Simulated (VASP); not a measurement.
ZrB2, 3 atoms in the cell. The structure is hexagonal, space group P6/mmm (No. 191). Conventional cell: a = 3.151 Å, b = 3.151 Å, c = 3.498 Å, α = 90.00°, β = 90.00°, γ = 120.00°. Zr (site symmetry 6/mmm) is surrounded by 12 B at 2.52 Å. B (site symmetry -6m2) is surrounded by 3 B at 1.82 Å. The cell is a database's computed one.

```yaml
Program: VASP 6.6.1
Task: relaxation of cell and atoms
Functional: PBE
Dispersion: D3(BJ)
Potentials_or_basis: VASP PAW PBE potentials, release 64 (Zr_sv, B)
Cutoff: 600 eV
k_mesh: 18 × 18 × 14
Occupations: gaussian, width 0.1 eV
Spin: no spin polarisation
Dipole_correction: no
Further_INCAR_settings: ALGO = Fast; EDIFF = 1e-06; IBRION = 2; EDIFFG = -0.01; NSW = 100; ISIF = 3
```

Potentials or basis: VASP PAW PBE potentials, release 64 (Zr_sv, B).

Run with:

```console
$ cat potpaw_PBE.64/Zr_sv/POTCAR potpaw_PBE.64/B/POTCAR > POTCAR
$ mpirun -np 1 vasp_std > vasp.out
```

Hardware: 1 thread of AMD EPYC 9R45 96-Core Processor (Zen 5), with other jobs on the host.

Estimate the wall time of this run.

It took 5.7 min on 1 thread of AMD EPYC 9R45 96-Core Processor (Zen 5), with other jobs on the host, peak memory 0.27 GiB. Counts: scf iterations 58, k points 296, ion steps 8.
